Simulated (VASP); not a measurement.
```
CELL_PARAMETERS angstrom
      1.54521    -2.67637     0.00000
      1.54521     2.67637     0.00000
      0.00000     0.00000     5.03184
ATOMIC_POSITIONS crystal
  Ga 0.66667 0.33333 0.50005
  Ga 0.33333 0.66667 0.00005
  N  0.66667 0.33333 0.87695
  N  0.33333 0.66667 0.37695
```

These are PBE GGA, VASP's PBE PAW potentials (set 64) (plane waves; VASP) values and carry that method's errors. Settings: 600 eV cut-off, 10×10×6 Γ-centred mesh, Gaussian smearing of 0.050 eV, potentials Ga_d N.

**Question.** Give the stress tensor in GPa (positive for a compressed cell).

**Answer.** 
```
27.29   0.00   0.00
 0.00  27.29   0.00
 0.00   0.00  27.28
```
The pressure is its mean diagonal, 27.28 GPa.

The compound is GaN in the wurtzite structure. This cell was strained or had an atom moved on purpose.
